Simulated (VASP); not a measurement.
**C (Diamond): Raman and infrared lines**

Aim: the Raman spectrum of C (Diamond) from finite differences. The cell has space group Fd-3m. The start is a cell from a database of measured crystal structures.

Method: LDA; plane waves and PAW (C), in the first sound run; inputs show where later runs differ, in VASP 6.6.1.

The experiments to compare with:

For C, diamond (bulk crystal), “Fermi level pinning by defects can explain the large reported carbon 1s binding energy variations in diamond” (2019, arxiv:1902.02958) quotes earlier work: lattice constant a (cubic lattice constant, experimental literature value) 3.5669 Å [literature value used as input for the calculation cells; temperature not stated].

“A Diamond Temperature Sensor Based on the Energy Level Shift of Nitrogen-Vacancy Color Centers” (2019, pmc:6915693) reports for C, diamond cubic, by confocal micro-Raman, 532 nm (homoepitaxial MPCVD diamond grown without added nitrogen gas, 300 K): Raman mode (first-order Raman line of diamond (zone-centre optical phonon)) 1332.6 cm⁻¹ [epitaxial CVD layer on HPHT type Ib diamond substrate; measurement temperature not stated …].

Most raw output is cut from this account.

### 1. Set-up

Symmetry: Fd-3m, No. 227, cubic system. Conventional cell: a = 3.567 Å, b = 3.567 Å, c = 3.567 Å, α = 90.00°, β = 90.00°, γ = 90.00°. Nearest to C lie 4 C at 1.54 Å.

Coordinates:

```
C
1.0
     0.00000    1.78337    1.78337
     1.78337    0.00000    1.78337
     1.78337    1.78337    0.00000
C
2
Direct
  0.75000 0.75000 0.75000
  0.50000 0.50000 0.50000
```

### 2. Relaxation

Cell and atoms are relaxed first, so that what follows belongs to a calculated equilibrium. The thresholds are tight because second derivatives come next.

Input file INCAR:

```
SYSTEM = C
PREC = Accurate
ENCUT = 520
EDIFF = 1E-08
NELM = 100
ISMEAR = 0
SIGMA = 0.01
LREAL = .FALSE.
ALGO = Normal
GGA = CA
NBANDS = 10
LWAVE = .FALSE.
LCHARG = .FALSE.
KPAR = 2
IBRION = 2
NSW = 60
ISIF = 3
EDIFFG = -0.001
```

Input file POSCAR:

```
C
1.0
    0.0000000000      1.7833700000      1.7833700000
    1.7833700000      0.0000000000      1.7833700000
    1.7833700000      1.7833700000      0.0000000000
C
2
Direct
    0.7500000000      0.7500000000      0.7500000000
    0.5000000000      0.5000000000      0.5000000000
```

Input file KPOINTS:

```
Automatic mesh
0
Gamma
12 12 12
0 0 0
```

The projector-augmented-wave data sets are C (PBE family, release 64).

Run with:

```bash
mpirun -np 2 vasp_std
```

The job ended after 5.4 s (2 MPI ranks of Intel Xeon 6975P-C (Granite Rapids), shared host; peak memory 0.22 GiB).

The PAW data sets were made with PBE, though LDA sets exist; this is a small mismatch. The run keeps the 48 symmetry operations of its start, so it cannot find a distortion of lower symmetry.

Step by step:

| step | energy less that of the first step (eV) | largest force (eV/Å) | pressure (GPa) | volume (Å³) |
| --- | --- | --- | --- | --- |
| 1 | 0.0000 | 0.0000 | -10.72 | 11.34 |
| 2 | 0.0068 | 0.0000 | 15.37 | 10.73 |
| 3 | -0.0092 | 0.0000 | -0.08 | 11.08 |
| 4 | -0.0092 | 0.0000 | 0.14 | 11.07 |
| 5 | -0.0092 | 0.0000 | -0.15 | 11.08 |
| 6 | -0.0092 | 0.0000 | 0.00 | 11.07 |

| conventional cell, symmetrised | before | after | change |
| --- | --- | --- | --- |
| a (Å) | 3.567 | 3.538 | -0.8 % |
| b (Å) | 3.567 | 3.538 | -0.8 % |
| c (Å) | 3.567 | 3.538 | -0.8 % |
| volume (Å³/atom) | 5.67 | 5.54 | -2.4 % |

The relaxed structure:

```
C
1.0
     0.00000    1.76910    1.76910
     1.76910    0.00000    1.76910
     1.76910    1.76910    0.00000
C
2
Cartesian
  2.6537 2.6537 2.6537
  1.7691 1.7691 1.7691
```

This step gave:

| Quantity | Value |
| --- | --- |
| free energy (TOTEN) | -20.27 eV |
| Fermi energy | 10.01 eV |
| pressure | -9.97e-4 GPa |

The forces stay under 1e-4 eV/Å, and the volume now lies -2.4 % from that of the session's start.

### 3. Relaxation

The volume changed, so the plane-wave basis no longer fits the cell; a second relaxation starts from a basis rebuilt for the new cell, with the mesh that the input shows.

INCAR is that of step 2.

Input file POSCAR:

```
C
1.0
    0.0000000000      1.7691013575      1.7691013575
    1.7691013575      0.0000000000      1.7691013575
    1.7691013575      1.7691013575      0.0000000000
C
2
Direct
    0.7500000000      0.7500000000      0.7500000000
    0.5000000000      0.5000000000      0.5000000000
```

KPOINTS is that of step 2.

Run with:

```bash
mpirun -np 2 vasp_std
```

Elapsed: 3 s, on 2 MPI ranks; peak memory 0.21 GiB; 5.1 s of CPU time.

Little changed from the start: no atom moved by 0.005 Å and no cell edge by 0.1 %.

Numbers from this step:

- pressure: 2.66e-4 GPa

The forces stay under 1e-4 eV/Å, and the volume now lies -2.4 % from that of the session's start.

### 4. Modes at the zone centre

IBRION = 8 with LEPSILON gives the zone-centre modes, the Born charges and the dielectric tensor by perturbation theory.

INCAR, as its differences from that of step 3:

```diff
@@ -14,5 +14,4 @@
 KPAR = 2
-IBRION = 2
-NSW = 60
-ISIF = 3
-EDIFFG = -0.001
+LEPSILON = .TRUE.
+IBRION = 8
+NSW = 1
```

Input file POSCAR:

```
C
1.0
    0.0000000000      1.7691428680      1.7691428680
    1.7691428680      0.0000000000      1.7691428680
    1.7691428680      1.7691428680      0.0000000000
C
2
Direct
    0.7500000000      0.7500000000      0.7500000000
    0.5000000000      0.5000000000      0.5000000000
```

KPOINTS is that of step 3.

Run with:

```bash
mpirun -np 2 vasp_std
```

Elapsed: 24 s, on 2 MPI ranks; peak memory 0.36 GiB.

The gap is read on the k-mesh alone, so it is an upper bound where the band edges lie off the mesh. Energies printed during the response cycles are not total energies of the cell.

This step gave:

```yaml
pressure_of_the_cell: 1.78e-4 GPa
largest_force_of_the_cell: 0 eV/Å
gap_on_the_k_mesh: 4.187 eV
least_direct_gap_on_the_k_mesh: 5.613 eV
```

Electronic dielectric tensor with local fields:

```
5.77 0.00 0.00
0.00 5.77 0.00
0.00 0.00 5.77
```

The ionic part of the static dielectric tensor vanishes.

The Born effective charge vanishes on all sites.

No line of the infrared spectrum has any intensity.

Transverse limit, no LO-TO splitting. Modes at Γ:

| mode | frequency (cm⁻¹) | symmetry | IR |
| --- | --- | --- | --- |
| 1 | 0.0 | acoustic | 0 |
| 2 | 0.0 | acoustic | 0 |
| 3 | 0.0 | acoustic | 0 |
| 4 | 1320.2 | T2g | 0 |
| 5 | 1320.2 | T2g | 0 |
| 6 | 1320.2 | T2g | 0 |

Displacements in mode 4 (1320.2 cm⁻¹), the largest set to 1:
```
C1   0.00  0.00 -1.00
C2   0.00  0.00  1.00
```

The mean electronic (clamped-ion) dielectric constant is 5.77. The three acoustic modes come out within 0 cm⁻¹ of zero.

### 5. Dielectric tensor along a mode, amplitude 0.05

This step: LDA, displaced atoms; plane waves and PAW (C) (VASP 6.6.1).

The atoms are moved both ways along each mode that the steps below name, by 0.05 amu^½ Å of its normal coordinate; the derivative of the dielectric tensor, times V/4π, is the Raman tensor. Where modes are degenerate one is taken, since partners share the powder averages.

INCAR, as its differences from that of step 4:

```diff
@@ -15,3 +15 @@
 LEPSILON = .TRUE.
-IBRION = 8
-NSW = 1
```

Input file POSCAR:

```
C
1.0
    0.0000000000      1.7691428680      1.7691428680
    1.7691428680      0.0000000000      1.7691428680
    1.7691428680      1.7691428680      0.0000000000
C
2
Direct
    0.7471168140      0.7528831860      0.7471168140
    0.5028831860      0.4971168140      0.5028831860
```

KPOINTS is that of step 4.

Run with:

```bash
mpirun -np 2 vasp_std
```

The job ended after 50 s (2 MPI ranks; peak memory 0.48 GiB; 99 s of CPU time).

Numbers from this step:

```yaml
fermi_energy: 10.36 eV
pressure: 0.1554 GPa
gap_on_the_k_mesh: 3.859 eV
least_direct_gap_on_the_k_mesh: 5.015 eV
```

Electronic dielectric tensor with local fields:

```
 5.78  0.00 -0.10
 0.00  5.79  0.00
-0.10  0.00  5.78
```

The Born effective charge vanishes on all sites.

### 6. Dielectric tensor along a mode, amplitude -0.05

The same response, for the next move.

INCAR is that of step 5.

Input file POSCAR:

```
C
1.0
    0.0000000000      1.7691428680      1.7691428680
    1.7691428680      0.0000000000      1.7691428680
    1.7691428680      1.7691428680      0.0000000000
C
2
Direct
    0.7528831860      0.7471168140      0.7528831860
    0.4971168140      0.5028831860      0.4971168140
```

KPOINTS is that of step 5.

Run with:

```bash
mpirun -np 2 vasp_std
```

Wall time 51 s (2 MPI ranks); peak memory 0.47 GiB.

Between the two moves along the mode at 1320 cm⁻¹ the tensors differ most in xz: forward less backward gives -0.2095.

### 7. Summary

This step: Raman activities from finite differences of the dielectric tensor, LDA; plane waves and PAW (VASP 6.6.1).

Derived from the runs above.

Raman lines, with heights relative to the strongest:

| position (cm⁻¹) | lines merged | powder activity 45 a^2 + 7 b^2, relative |
| --- | --- | --- |
| 1320 | 3 | 100 |

Off resonance, transverse modes. Raman, by row:

| frequency (cm⁻¹) | mean derivative a (Å²/amu^0.5) | anisotropy b² (Å^4/amu) | activity (Å^4/amu) | infrared strength (e²/amu) |
| --- | --- | --- | --- | --- |
| 1320 | 8.81e-6 | 10.22 | 71.55 | 0 |
| 1320 | 8.81e-6 | 10.22 | 71.55 | 0 |
| 1320 | 8.81e-6 | 10.22 | 71.55 | 0 |

### 8. Outcome

```yaml
raman_lines_above_2_of_the_strongest: 1320 cm⁻¹
```

In words: With degenerate and close partners summed, the strongest Raman line lies at 1320 cm⁻¹. No mode is infrared active. No mode is both Raman and infrared active. Activities are off resonance and without the thermal factor, and their mesh wasn't tested for convergence. Not tabulated here, as repeats of values shown or as unfit to read for their mesh, reference level or band range: gaps (relaxation).

Comparison with the measured values:

```
                                      quantity  measured             LDA
                        lattice constant a (Å)    3.5669  3.538 (-0.8 %)
Raman mode, first-order Raman line of … (cm⁻¹)    1332.6   1320 (-0.9 %)
```

Measured values from arxiv:1902.02958 (2019) and pmc:6915693 (2019).

How well it matches: The lattice constant a is off by -0.8 %: fair agreement. The Raman mode is off by -0.9 %: good agreement. The grades are ours: good and fair within 0.7 and 1.5 % for the lattice constant a and 3 and 7 % for the Raman mode. 1 further measured lines are left out: they lack a usable label, or no computed mode of their label or degeneracy could be paired (by label, or within 15 % without labels). Zero-point motion and thermal expansion (measured at up to 300 K) are not in the computed lattice constants and Raman mode.

[Lines on the potential files, build, host, timing and source positions are cut from VASP's logs without a mark.]

[Logs are printed without paths, hosts, clocks, repeated set-up lines and the standing remarks that a program may print on its own settings, such as how far it seeks lower states.]

[Hosts, paths, dates, database ids (printed as entryN), source tags and the programs' standing remarks are cut or masked in the printed files.]
